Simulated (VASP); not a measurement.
Input:

```
Cd
1.0
    2.96722     0.00000     0.00000
   -1.48361     2.56969     0.00000
    0.00000     0.00000     5.50323
Cd
2
Direct
  0.66667   0.33333   0.75000
  0.33333   0.66667   0.25000
```

All values below come from PBEsol GGA, VASP's PBE PAW potentials (set 64) (plane waves; VASP). Numerical set-up: 480 eV cut-off, 13×13×6 Γ-centred mesh, first-order Methfessel-Paxton smearing of 0.10 eV, potentials Cd.

Predict the energy per atom (σ→0), band gap (on the k-mesh) with the smallest direct gap where there is one.

```json
{
 "band gap (on the k-mesh)": "none (metal, semimetal or under 0.01 eV)",
 "energy per atom (σ→0)": "-1.206 eV/atom"
}
```

The absolute energy has meaning only against runs of the same code, potentials and settings.

The compound is Cd in the hcp structure. It was relaxed first. The start is the result of an earlier pass.
